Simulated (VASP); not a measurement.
Data:

```xyz
2
Lattice="3.0386 0.0000 0.0000 -1.5193 2.6315 0.0000 0.0000 0.0000 4.6573" Properties=species:S:1:pos:R:3 pbc="T T T"
Ge     0.0000     1.7543     1.1643
Ge     1.5193     0.8772     3.4929
```

Computed with r2SCAN meta-GGA, VASP's PBE PAW potentials (set 64) (plane waves; VASP). Run with 400 eV cut-off, 15×15×9 Γ-centred mesh, tetrahedra with Blöchl corrections, potentials Ge_d.

Q: Give the energies of bands 11 to 17 at the high-symmetry points, in eV from the Fermi level.

A: 
```csv
band,Γ,M,K,A,L,H
11,-14.01,-9.07,-7.29,-12.18,-7.47,-6.32
12,-7.43,-7.57,-7.29,-12.18,-7.47,-6.32
13,-5.70,-2.18,-4.34,2.46,-5.24,-4.03
14,6.30,-1.11,0.16,2.46,-5.24,-4.03
15,6.30,-1.09,0.16,7.58,3.94,-2.51
16,8.62,1.51,0.85,7.58,3.94,-2.51
17,8.62,2.11,0.85,7.58,5.36,7.30
```

It has no gap at this level: it comes out as a metal or semimetal.

The structure was generated: Ge was put into the hcp type (P6_3/mmc), which need not be its known phase. It was relaxed first.
